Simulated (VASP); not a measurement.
Input:

```xyz
4
Lattice="1.8717 -3.2419 0.0000 1.8717 3.2419 0.0000 0.0000 0.0000 11.9488" Properties=species:S:1:pos:R:3 pbc="T T T"
La     0.0000     0.0000     5.9744
La     0.0000     0.0000     0.0000
La     1.8717     1.0806     2.9872
La     1.8717    -1.0806     8.9616
```

All values below come from vdW-DF-cx, VASP's PBE PAW potentials (set 64) (plane waves; VASP). Run with 520 eV cut-off, 10×10×3 Γ-centred mesh, first-order Methfessel-Paxton smearing of 0.10 eV, potentials La.

Problem. Give the stress tensor in GPa (positive for a compressed cell).

Solution. 
```
-1.26   0.00   0.00
 0.00  -1.26   0.00
 0.00   0.00  -1.28
```
The pressure is its mean diagonal, -1.27 GPa.

The compound is La in the dhcp structure. This cell is one point of a volume scan, at 1.06 of the reference volume.
